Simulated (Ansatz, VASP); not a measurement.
# Hg3GeS: VASP beside Ansatz

```xyz
5
Lattice="5.7200 0.0000 0.0000 0.0000 5.7200 0.0000 0.0000 0.0000 5.7200" Properties=species:S:1:pos:R:3 pbc="T T T"
Ge    0.0000    0.0000    0.0000
S     2.8600    2.8600    2.8600
Hg    2.8600    2.8600    0.0000
Hg    2.8600    0.0000    2.8600
Hg    0.0000    2.8600    2.8600
```

The cell comes from a database or a generator and needn't be the stable form of this composition.

Alike in both runs: task single point; functional LDA; k mesh 4 × 4 × 4; occupations gaussian, width 0.05 eV; no spin polarisation.

|  | VASP | Ansatz |
| --- | --- | --- |
| version | VASP 6.6.1 | Ansatz 0.2.0 |
| potentials or method | VASP PAW LDA potentials, release 64 (Ge_d, S, Hg) | scalar-relativistic, plane waves, PAW |
| plane-wave cutoff (eV) | 520 | 420 |
| valence electrons in the cell | 56 | 80 |

```tsv
	VASP	Ansatz	Ansatz less VASP
gap on the k mesh at the Fermi level (eV)	none	none	-
pressure (GPa)	-5.9	-5.9	-0.03
```

A gap of «none» marks a metal or a gap that the smearing closes. The two sets of potentials don't hold the same shells in valence.

The runs have no spin-orbit coupling, so splittings on Hg are missing.
